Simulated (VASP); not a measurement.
The system is TaN.

```xyz
2
Lattice="0.0000 2.2000 2.2000 2.2000 0.0000 2.2000 2.2000 2.2000 0.0000" Properties=species:S:1:pos:R:3 pbc="T T T"
Ta    0.0000    0.0000    0.0000
N     2.2000    2.2000    2.2000
```

The cell was built by a generator and needn't be a form met in nature.

| Item | Value |
| --- | --- |
| Program | VASP 6.6.1 |
| Task | relaxation of cell and atoms |
| Functional | HSE06 |
| Potentials or basis | VASP PAW PBE potentials, release 64 (Ta_pv, N) |
| Cutoff | 600 eV |
| k mesh | 8 × 8 × 8 |
| Occupations | methfessel-paxton, width 0.2 eV |
| Spin | no spin polarisation |

At the start: pressure -4.9 GPa; volume 10.65 Å³/atom.

Problem. Where does the relaxation end?

Solution. Over 3 steps the energy falls by 2.3 meV/atom and the volume is 10.50 Å³/atom (-1.4 %); space group Fm-3m (No. 225, to 0.05 Å).

Step by step:
```csv
step,energy change (eV),largest force (eV/Å),pressure (GPa),volume (Å³)
1,0.0000,0.0000,-4.93,21.30
2,0.0240,0.0000,13.48,20.30
3,-0.0046,0.0000,-0.03,21.01
```

Final structure:
```
Ta N
1.0
     0.00000    2.18999    2.18999
     2.18999    0.00000    2.18999
     2.18999    2.18999    0.00000
Ta N
1 1
Cartesian
  0.0000 0.0000 0.0000
  2.1900 2.1900 2.1900
```

Caveat: the PAW data sets were made with another functional, which shifts forces and pressure a little.
